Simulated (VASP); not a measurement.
Ni, 1 atom in the cell. It takes space group Fm-3m (No. 225, cubic). Conventional cell: a = 3.524 Å, b = 3.524 Å, c = 3.524 Å, α = 90.00°, β = 90.00°, γ = 90.00°. Ni (site symmetry m-3m) has 12 Ni at 2.49 Å as nearest neighbours. 

* Program: VASP 6.6.1
* Task: single point
* Functional: PBE
* Potentials or basis: VASP PAW PBE potentials, release 64 (Ni)
* Cutoff: 400 eV
* k mesh: 14 × 14 × 14
* Occupations: gaussian, width 0.1 eV
* Spin: collinear spin, ferromagnetic start
* Starting moments: [0.8] μB
* Further INCAR settings: ALGO = Fast; EDIFF = 1e-07

Potentials or basis: VASP PAW PBE potentials, release 64 (Ni).

The run is started by

```bash
$ cat potpaw_PBE.64/Ni/POTCAR > POTCAR
$ mpirun -np 1 vasp_std > vasp.out
```

Hardware: 1 thread of Intel(R) Xeon(R) Platinum 8259CL CPU @ 2.50GHz (Skylake/Cascade Lake) (shared host).

How long does it take, and how much memory?

It took 10 s on 1 thread of Intel(R) Xeon(R) Platinum 8259CL CPU @ 2.50GHz (Skylake/Cascade Lake), on a shared host, peak memory 0.13 GiB. Counts: scf iterations 15, k points 104.
